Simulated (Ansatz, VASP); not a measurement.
**Two plane-wave programs on Sc3AlP**

```
Sc Al P
1.0
     5.00706    0.00000    0.00000
     0.00000    5.00706    0.00000
     0.00000    0.00000    5.00706
Sc Al P
3 1 1
Direct
  0.50000 0.50000 0.00000
  0.00000 0.50000 0.50000
  0.50000 0.00000 0.50000
  0.50000 0.50000 0.50000
  0.00000 0.00000 0.00000
```

Change from the starting cell: species swapped into the Lu3InN type (Pm-3m, No. 221).

Alike in both runs: functional PBE; k mesh 8 × 8 × 8; occupations gaussian, width 0.1 eV; no spin polarisation.

Ansatz relaxed the structure, and its values are those at the end. VASP's run is a single point on that final structure, the one shown.

|  | VASP | Ansatz |
| --- | --- | --- |
| version | VASP 6.6.1 | Ansatz 0.2.0 |
| potentials or method | VASP PAW PBE potentials, release 64 (Sc_sv, Al, P) | scalar-relativistic, plane waves, PAW |
| plane-wave cutoff (eV) | 520 | 420 |
| valence electrons in the cell | 41 | 41 |

|  | VASP | Ansatz | Ansatz less VASP |
| --- | --- | --- | --- |
| gap on the k mesh at the Fermi level (eV) | none | none | - |
| pressure (GPa) | 0.1 | 0.0 | -0.06 |

A gap of «none» marks a metal or a gap that the smearing closes. The functional is the same, so the differences come from potentials, cutoffs and numerics.
